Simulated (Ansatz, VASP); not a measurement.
**Cross-check of ZnWO4 between VASP and Ansatz**

One calculation is typed for both programs; each brings its own data sets. How far apart do they land? The cell is taken from a series of runs on this material, whose earlier steps may have relaxed, scaled, displaced or heated it; both programs get it as it stands.

Method: plane waves, with VASP 6.6.1 beside it; single point at LDA, in Ansatz 0.2.0.

## (1) Set-up

It takes space group P2/c (No. 13, monoclinic). Conventional cell: a = 4.606 Å, b = 5.642 Å, c = 4.867 Å, α = 90.00°, β = 90.38°, γ = 90.00°. Zn has 6 O at 2.00 to 2.15 Å nearest. W has 6 O at 1.79 to 2.11 Å nearest. Nearest to O lie 2 W at 1.90 to 2.11 Å and 1 Zn at 2.00 Å. Nearest to O lie 1 W at 1.79 Å and 2 Zn at 2.03 to 2.15 Å. Farther neighbours and most contacts between anions are not listed.

Structure file:

```
Zn W O
1.0
     4.60627    0.00000    0.00946
     0.00000    5.64181    0.00000
    -0.04201    0.00000    4.86728
Zn W O
2 2 8
Cartesian
  2.2926 3.8117 1.2216
  2.2716 1.8301 3.6552
  -0.0105 1.0255 1.2168
  -0.0315 4.6163 3.6505
  0.9678 0.5983 4.5428
  3.5755 0.5983 2.7676
  3.5965 5.0435 0.3339
  0.9888 5.0435 2.1092
  1.1761 2.1331 1.9682
  3.4092 2.1331 0.4749
  3.3882 3.5088 2.9086
  1.1551 3.5088 4.4018
```

## (2) VASP: single point, LDA

With cell and atoms fixed, the geometry can't cause a difference; cores, projectors, grids and the points listed under the comparison can.

Lines of VASP's logs that name or quote its potential files are left out, and so is its time.

Contents of INCAR:

```
SYSTEM = ZnWO4
PREC = Accurate
ENCUT = 600
EDIFF = 1E-06
NELM = 120
ISMEAR = -1
SIGMA = 0.02
LREAL = .FALSE.
ALGO = Normal
GGA = PW92
NBANDS = 54
LASPH = .TRUE.
LORBIT = 11
LWAVE = .FALSE.
LCHARG = .FALSE.
ISIF = 2
GGA_COMPAT = .FALSE.
EFERMI = MIDGAP
KPAR = 2
```

Contents of POSCAR:

```
ZnWO4
1.0
    4.6062688134      0.0000000000      0.0094605190
    0.0000000000      5.6418097085      0.0000000000
   -0.0420077901      0.0000000000      4.8672841519
Zn W O
2 2 8
Direct
    0.5000000000      0.6756147325      0.2500000000
    0.5000000000      0.3243852675      0.7500000000
    0.0000000000      0.1817616171      0.2500000000
    0.0000000000      0.8182383829      0.7500000000
    0.2186025074      0.1060440800      0.9329128039
    0.7813974926      0.1060440800      0.5670871961
    0.7813974926      0.8939559200      0.0670871961
    0.2186025074      0.8939559200      0.4329128039
    0.2590044767      0.3780806908      0.4038659172
    0.7409955233      0.3780806908      0.0961340828
    0.7409955233      0.6219193092      0.5961340828
    0.2590044767      0.6219193092      0.9038659172
```

Contents of KPOINTS:

```
Automatic mesh
0
Gamma
6 4 6
0 0 0
```

The projector-augmented-wave data sets are Zn, W and O (LDA family, release 64).

Run with:

```bash
$ mpirun -np 2 vasp_std
```

Numbers of over 12 decimals in the logs are rounded to 6 here.

Output:

```text
[banner, memory and clock lines left out]
running    2 mpi-ranks, on    1 nodes
 distrk:  each k-point on    1 cores,    2 groups
 distr:  one band on    1 cores,    1 groups

 POSCAR found type information on POSCAR ZnW O
 POSCAR found :  3 types and      12 ions
|                                                                             |
|               ----> ADVICE to this user running VASP <----                  |
|                                                                             |
|     You enforced a specific xc type in the INCAR file but a different       |
|     [... a line on the potential file left out ...]
|     I HOPE YOU KNOW WHAT YOU ARE DOING!                                     |
|                                                                             |

 LDA part: xc-table for (Slater(with rela. corr.)+PW92), standard interpolation
 POSCAR, INCAR and KPOINTS ok, starting setup
 FFT: planning ... GRIDC
 FFT: planning ... GRID_SOFT
 FFT: planning ... GRID
 WAVECAR not read
 entering main loop
       N       E                     dE             d eps       ncg     rms          rms(c)
DAV:   1     0.103105309357E+04    0.10311E+04   -0.44201E+04  6486   0.206E+03
DAV:   2     0.466597962475E+02   -0.98439E+03   -0.92095E+03  6912   0.543E+02
DAV:   3    -0.113257336993E+03   -0.15992E+03   -0.15600E+03  6958   0.209E+02
DAV:   4    -0.121374840498E+03   -0.81175E+01   -0.80366E+01  7704   0.512E+01
DAV:   5    -0.121509418102E+03   -0.13458E+00   -0.13423E+00  7676   0.676E+00    0.780E+01
DAV:   6    -0.102623890427E+03    0.18886E+02   -0.79123E+01  9528   0.712E+01    0.194E+01
DAV:   7    -0.102023985146E+03    0.59991E+00   -0.14245E+01  8380   0.245E+01    0.262E+01
DAV:   8    -0.101466409990E+03    0.55758E+00   -0.15180E+00  8554   0.160E+01    0.264E+00
DAV:   9    -0.101447388776E+03    0.19021E-01   -0.27579E-01  9234   0.105E+01    0.557E-01
DAV:  10    -0.101450043612E+03   -0.26548E-02   -0.45829E-02  7406   0.131E+00    0.274E-01
DAV:  11    -0.101450039855E+03    0.37568E-05   -0.58981E-03  8578   0.451E-01    0.270E-01
DAV:  12    -0.101449864235E+03    0.17562E-03   -0.11680E-03  9496   0.361E-01    0.634E-02
DAV:  13    -0.101449863580E+03    0.65495E-06   -0.30188E-04  9560   0.250E-01    0.262E-02
DAV:  14    -0.101449858325E+03    0.52545E-05   -0.61494E-05  9298   0.755E-02    0.162E-02
DAV:  15    -0.101449858623E+03   -0.29801E-06   -0.50290E-06  7192   0.318E-02
   1 F= -.10144986E+03 E0= -.10144986E+03  d E =0.000000E+00
```

Parts of OUTCAR (step 2):

```text
ion  position               nearest neighbor table
   1  0.500  0.676  0.250-   7 2.00   8 2.00  11 2.03  12 2.03   9 2.15  10 2.15
   2  0.500  0.324  0.750-   5 2.00   6 2.00   9 2.03  10 2.03  11 2.15  12 2.15
   3  0.000  0.182  0.250-   9 1.79  10 1.79   5 1.90   6 1.90   7 2.11   8 2.11   4 3.18   4 3.18

  LATTYP: Found a simple monoclinic cell.
 ALAT       =     4.6062785286
 B/A-ratio  =     1.2248086332
 C/A-ratio  =     1.0567023673
 COS(beta)  =    -0.0065765482

 Subroutine GETGRP returns: Found  4 space group operations
 (whereof  2 operations were pure point group operations)

The static configuration has the point symmetry S_2 .
 The point group associated with its full space group is C_2h.

 Found     60 irreducible k-points:

   k-points           NKPTS =     60   k-points in BZ     NKDIM =     60   number of bands    NBANDS=     54

   dimension x,y,z NGX =    40 NGY =   48 NGZ =   40
   dimension x,y,z NGXF=    80 NGYF=   96 NGZF=   80

   ENCUT  =  600.0 eV  44.10 Ry    6.64 a.u.   9.20 11.27  9.72*2*pi/ulx,y,z

   NELECT =      84.0000    total number of electrons

 k-points in reciprocal lattice and weights: Automatic mesh
   0.00000000  0.00000000  0.00000000       0.007
   0.16666667  0.00000000  0.00000000       0.014
   0.33333333  0.00000000  0.00000000       0.014
   0.50000000  0.00000000  0.00000000       0.007
   0.00000000  0.25000000  0.00000000       0.014
   0.16666667  0.25000000  0.00000000       0.028
   0.33333333  0.25000000  0.00000000       0.028
   0.50000000  0.25000000  0.00000000       0.014
   0.00000000  0.50000000  0.00000000       0.007
[...]
0.33333333  0.50000000  0.50000000       0.014
   0.50000000  0.50000000  0.50000000       0.007

 average (electrostatic) potential at core
       1 -35.3068       2 -35.3068       3 -44.1679       4 -44.1679       5 -72.6897
       6 -72.6897       7 -72.6897       8 -72.6897       9 -72.9492      10 -72.9492
      11 -72.9492      12 -72.9492

 E-fermi :   3.5671

 k-point     1 :       0.0000    0.0000    0.0000
  band No.  band energies     occupation
    ...
     38       1.2385      2.00000
     39       1.3659      2.00000
     40       1.7863      2.00000
     41       1.8032      2.00000
     42       1.8937      2.00000
     43       5.3820      0.00000
     44       5.8609      0.00000
     45       5.9126      0.00000
     46       5.9184      0.00000
     47       6.6869      0.00000
    ...

 k-point     2 :       0.1667    0.0000    0.0000
  band No.  band energies     occupation
    ...
     38       1.3032      2.00000
     39       1.4858      2.00000
     40       1.6237      2.00000
     41       1.8243      2.00000
     42       1.8302      2.00000
     43       5.4385      0.00000
     44       5.7890      0.00000
     45       5.8504      0.00000
     46       5.9322      0.00000
     47       6.8201      0.00000
    ...

 k-point     3 :       0.3333    0.0000    0.0000
  band No.  band energies     occupation
    ...
     38       1.2679      2.00000
     39       1.4753      2.00000
     40       1.6194      2.00000
     41       1.9737      2.00000
     42       1.9766      2.00000
     43       5.5587      0.00000
     44       5.6761      0.00000
     45       5.7203      0.00000
     46       6.0193      0.00000
     47       6.5384      0.00000
    ...

  Total        1.2372619      0.9463914      1.3825579      0.0000000      0.0000000     -0.0796655
  in kB       15.6714837     11.9872421     17.5118405      0.0000000      0.0000000     -1.0090641
  external PRESSURE =      15.0568554 kB  Pullay stress =       0.0000000 kB

  energy-cutoff  :      600.00
  volume of cell :      126.49
      direct lattice vectors                 reciprocal lattice vectors
     4.606268813  0.000000000  0.009460519     0.217091602  0.000000000  0.001873640
     0.000000000  5.641809709  0.000000000     0.000000000  0.177248091  0.000000000
    -0.042007790  0.000000000  4.867284152    -0.000421960  0.000000000  0.205449742

 POSITION                                       TOTAL-FORCE (eV/Angst)
 -----------------------------------------------------------------------------------
      2.29263      3.81169      1.22155        -0.000000      0.011003      0.000000
      2.27163      1.83012      3.65519        -0.000000     -0.011003      0.000000
     -0.01050      1.02546      1.21682        -0.000000     -0.151436      0.000000
     -0.03151      4.61635      3.65046        -0.000000      0.151436      0.000000
      0.96775      0.59828      4.54282         0.115146     -0.025185     -0.142789
      3.57550      0.59828      2.76757        -0.115146     -0.025185      0.142789
      3.59651      5.04353      0.33392        -0.115146      0.025185      0.142789
      0.98876      5.04353      2.10918         0.115146      0.025185     -0.142789
      1.17608      2.13306      1.96818         0.145418      0.156327      0.080510
      3.40919      2.13306      0.47492        -0.145418      0.156327     -0.080510
      3.38818      3.50875      2.90856        -0.145418     -0.156327     -0.080510
      1.15507      3.50875      4.40182         0.145418     -0.156327      0.080510
 -----------------------------------------------------------------------------------
    total drift:                               -0.000000      0.000000     -0.000000

  FREE ENERGIE OF THE ION-ELECTRON SYSTEM (eV)
  ---------------------------------------------------
  free  energy   TOTEN  =      -101.4498586233 eV

  energy  without entropy=     -101.4498586233  energy(sigma->0) =     -101.44985862

 total charge
# of ion       s       p       d       tot
------------------------------------------
    1        0.403   0.446   9.918  10.767
    2        0.403   0.446   9.918  10.767
    3        0.750   1.111   4.293   6.155
    4        0.750   1.111   4.293   6.155
    5        1.551   3.501   0.000   5.052
    6        1.551   3.501   0.000   5.052
    7        1.551   3.501   0.000   5.052
    8        1.551   3.501   0.000   5.052
    9        1.561   3.468   0.000   5.029
   10        1.561   3.468   0.000   5.029
   11        1.561   3.468   0.000   5.029
   12        1.561   3.468   0.000   5.029
--------------------------------------------------
tot         14.752  30.990  28.423  74.164

[... 3 further parts left out ...]
```

This run has no spin polarisation, so a moment on W, if there is one, isn't seen. The data set W keeps the semicore shell frozen, which is cheaper and a little less accurate.

(Continued in part 2 of 2.)

[Lines on the potential files, build, host, timing and source positions are cut from VASP's logs without a mark.]

[Logs are printed without paths, hosts, clocks, repeated set-up lines and the standing remarks that a program may print on its own settings, such as how far it seeks lower states.]

[Hosts, paths, dates, database ids (printed as entryN), source tags and the programs' standing remarks are cut or masked in the printed files.]
